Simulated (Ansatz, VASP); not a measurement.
## Be2ZnTe2Se in VASP and in Ansatz

```
CELL_PARAMETERS angstrom
2.83264 -4.71580 0.00000
2.83264 4.71580 0.00000
0.00000 0.00000 4.56319
ATOMIC_POSITIONS crystal
Be 0.66418 0.33582 0.00000
Be 0.33582 0.66418 0.00000
Zn 0.00000 0.00000 0.00000
Te 0.50000 0.00000 0.50000
Te 0.00000 0.50000 0.50000
Se 0.50000 0.50000 0.50000
```

Change from the starting cell: species swapped into the CeAlCu2Ni2 type (Cmmm, No. 65).

Alike in both runs: task single point; functional PBE; k mesh 4 × 4 × 4; occupations gaussian, width 0.1 eV; no spin polarisation.

```csv
,VASP,Ansatz
version,VASP 6.6.1,Ansatz 0.2.0
potentials or method,"VASP PAW PBE potentials, release 64 (Be, Zn, Te, Se)","scalar-relativistic, plane waves, PAW"
plane-wave cutoff (eV),520,420
valence electrons in the cell,34,64
```

|  | VASP | Ansatz | Ansatz less VASP |
| --- | --- | --- | --- |
| gap on the k mesh at the Fermi level (eV) | none | none | - |
| pressure (GPa) | 7.8 | 7.7 | -0.03 |
| largest component of the traceless stress (GPa) | 4.55 | 4.53 | -0.028 |
| rms of the force components (eV/Å) | 0.105 | 0.104 | -0.0010 |

Atom by atom the forces differ by 0.001 eV/Å (rms over components). A gap of «none» marks a metal or a gap that the smearing closes. The two sets of potentials don't hold the same shells in valence.

Spin-orbit coupling is left out, which matters for the levels of Te.
